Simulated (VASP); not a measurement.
Here is the system:

```xyz
4
Lattice="4.7958 0.0000 0.0000 0.0000 4.7958 0.0000 0.0000 0.0000 4.7958" Properties=species:S:1:pos:R:3 pbc="T T T"
Dy     0.0000     0.0000     0.0000
Pb     0.0000     2.3979     2.3979
Pb     2.3979     0.0000     2.3979
Pb     2.3979     2.3979     0.0000
```

Computed with PBEsol GGA, VASP's PBE PAW potentials (set 64) (plane waves; VASP). Numerical set-up: 480 eV cut-off, 6×6×6 Γ-centred mesh, first-order Methfessel-Paxton smearing of 0.10 eV, potentials Dy_3 Pb_d.

The 4f electrons are frozen in the core of the lanthanide potential, so 4f levels, which can set the real gap, and their magnetism are missing.

Stress in GPa, positive for a compressed cell; the cube axes lie along x, y and z, and the ions stay on their sites.

```
strain                                      σxx    σyy    σzz
----------------------------------------  -----  -----  -----
none                                      -0.03  -0.03  -0.03
εxx = -1.0 %, εyy = -1.0 %                 1.25   1.25   1.11
εxx = +1.0 %, εyy = +1.0 %                -1.22  -1.22  -0.99
εxx = +1.5 %, εyy = +1.5 %, εzz = +1.5 %  -2.39  -2.39  -2.39
```

Q: Fit C11 and C12 to these rows, and predict the stress for εxx = -3.0 %.

A: Least squares on Δσ_i = −C11 ε_i − C12 (ε_j + ε_k) over all components shown gives C11 = 67 GPa and C12 = 48 GPa, and so σxx, σyy, σzz = 1.97, 1.41, 1.41 GPa. The run gave 2.43, 1.59, 1.59 GPa; the difference holds the non-linear terms and numerical noise.

Left out are shears, moved atoms, failed runs and, from the fit, strains over 2.5 %.

The structure comes from a computed database's DyPb3 entry (Pm-3m); how it stands against other phases isn't given here. The electron count is odd and the run is not spin-polarised, which forces a metal.
